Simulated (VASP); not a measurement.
```
Al
1.0
    0.00000     2.00316     2.00316
    2.00316     0.00000     2.00316
    2.00316     2.00316     0.00000
Al
1
Cartesian
  0.00000   0.00000   0.00000
```

These are TPSS meta-GGA, VASP's PBE PAW potentials (set 64) (plane waves; VASP) values and carry that method's errors. Settings: 520 eV cut-off, 14×14×14 Γ-centred mesh, first-order Methfessel-Paxton smearing of 0.10 eV, potentials Al.

Task: Estimate the energy per atom (σ→0), band gap (on the k-mesh) with the smallest direct gap where there is one.

Result: 
```
Item                                                        Result
------------------------  ----------------------------------------
band gap (on the k-mesh)  none (metal, semimetal or under 0.01 eV)
energy per atom (σ→0)                               -7.912 eV/atom
```

Total energies compare only between runs with the same potentials, cut-off and functional.

The compound is Al in the fcc structure. It was relaxed first. The start is the result of an earlier pass.
